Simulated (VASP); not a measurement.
Set up this calculation in VASP 6.6.1, as the native input.

```
Task                   : relaxation of cell and atoms
Functional             : PBE
Potentials or basis    : VASP PAW PBE potentials, release 64 (Al, Y_sv, N)
Cutoff                 : 600 eV
k mesh                 : 4 × 4 × 5
Occupations            : gaussian, width 0.05 eV
Spin                   : no spin polarisation
Further INCAR settings : ALGO = Normal; EDIFF = 1e-07; IBRION = 2; EDIFFG = -0.01; NSW = 60; ISIF = 3
```

The structure of YAl3N4 lies in POSCAR:

```
YAl3N4
1.0
    6.6600000000      0.0000000000      0.0000000000
   -3.3300000000      5.7677291892      0.0000000000
    0.0000000000      0.0000000000      5.1400000000
Al Y N
6 2 8
Direct
    0.1666666667      0.8333333333      0.0000000000
    0.3333333333      0.6666666667      0.5000000000
    0.6666666667      0.3333333333      0.0000000000
    0.8333333333      0.1666666667      0.5000000000
    0.6666666667      0.8333333333      0.0000000000
    0.8333333333      0.6666666667      0.5000000000
    0.1666666667      0.3333333333      0.0000000000
    0.3333333333      0.1666666667      0.5000000000
    0.1666666667      0.3333333333      0.3820000000
    0.3333333333      0.1666666667      0.8820000000
    0.1666666667      0.8333333333      0.3820000000
    0.3333333333      0.6666666667      0.8820000000
    0.6666666667      0.3333333333      0.3820000000
    0.8333333333      0.1666666667      0.8820000000
    0.6666666667      0.8333333333      0.3820000000
    0.8333333333      0.6666666667      0.8820000000
```

The cell was built by a generator and needn't be a form met in nature.

One way to write it, as run:

INCAR

```
SYSTEM = YAl3N4
ALGO = Normal ; EDIFF = 1E-7
EDIFFG = -0.01 ; ENCUT = 600
GGA = PE ; IBRION = 2
ISIF = 3 ; ISMEAR = 0
LASPH = .TRUE. ; LCHARG = .FALSE.
LREAL = .FALSE. ; LWAVE = .FALSE.
NELM = 60 ; NSW = 60
PREC = Accurate ; SIGMA = 0.05
```

KPOINTS

```
k-points
0
G
  4 4 5
  0 0 0
```

Potentials or basis: VASP PAW PBE potentials, release 64 (Al, Y_sv, N).

Command:

```bash
$ cat potpaw_PBE.64/Al/POTCAR potpaw_PBE.64/Y_sv/POTCAR potpaw_PBE.64/N/POTCAR > POTCAR
$ mpirun -np 1 vasp_std > vasp.out
```

Results of the run:

```yaml
Relaxed_volume: 12.23 Å³/atom
Relaxed_cell: a = 6.565 Å, b = 6.565 Å, c = 5.160 Å, α = 90.00°, β = 90.00°, γ = 118.40°
Space_group_after_relaxing_to_0.05_Å: Cmc2_1 (No. 36)
Energy_gained_by_relaxing: 293.6 meV/atom
Ionic_steps: 22
Pressure_after_relaxing: 0.0 GPa
Largest_force_after_relaxing: 0.007 eV/Å
Band_gap_on_the_k_mesh: 2.71 eV, indirect (least direct gap 2.89 eV)
```

Caveat: an odd mesh through Γ misses points on the zone boundary, where band edges often lie.

Wall time 78 min on 1 thread of Intel(R) Xeon(R) Platinum 8488C (Sapphire Rapids), on a shared host, peak memory 0.5 GiB.
